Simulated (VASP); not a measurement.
```xyz
4
Lattice="3.2337 -2.3631 0.0000 3.2337 2.3631 0.0000 -1.1737 0.0000 6.9839" Properties=species:S:1:pos:R:3 pbc="T T T"
V      1.6168     1.1816     0.0000
V      1.0300    -1.1816     3.4919
As     2.9403    -0.3857     1.7460
As     2.3534     0.3857     5.2379
```
Starting moments (μB, in the order of the record's atoms V V As As): 2.0 2.0 0.0 0.0.

The base run (VASP): PBE GGA, plane waves, VASP's PBE PAW potentials (set 64). Settings: 400 eV cut-off, 5×5×3 Γ-centred mesh, Gaussian smearing of 0.050 eV, potentials V_sv As.

The base run took about 70 core-seconds. The timings are rough (shared machines, no repeats); factors under 2 mean little.

The base run's pressure lies -0.43 GPa from that at 800 eV (Pulay error).

```tsv
setting	cost over the base run	electronic steps	pressure (GPa)
base run	reference	18	-11.94
LDAU = .TRUE., LDAUJ = 0 0, LDAUL = 2 -1, LDAUTYPE = 2, LDAUU = 2.0 0	within a factor of 2	36	-9.30
LDAU = .TRUE., LDAUJ = 0 0, LDAUL = 2 -1, LDAUTYPE = 2, LDAUU = 1.0 0	within a factor of 2	26	-10.61
LDAU = .TRUE., LDAUJ = 0 0, LDAUL = 2 -1, LDAUTYPE = 2, LDAUU = 4.0 0	(withheld)	(withheld)	(withheld)
```

### Question
What belongs in the gaps?

### Answer

- LDAU = .TRUE., LDAUJ = 0 0, LDAUL = 2 -1, LDAUTYPE = 2, LDAUU = 4.0 0, cost over the base run: about 3 times
- LDAU = .TRUE., LDAUJ = 0 0, LDAUL = 2 -1, LDAUTYPE = 2, LDAUU = 4.0 0, electronic steps: 66
- LDAU = .TRUE., LDAUJ = 0 0, LDAUL = 2 -1, LDAUTYPE = 2, LDAUU = 4.0 0, pressure (GPa): -5.67

Left out are runs that failed, have no time on record or changed the cell.

The structure was generated: VAs was put into the tenorite type (C2/c), which need not be its known phase. The cell was not relaxed at this level.
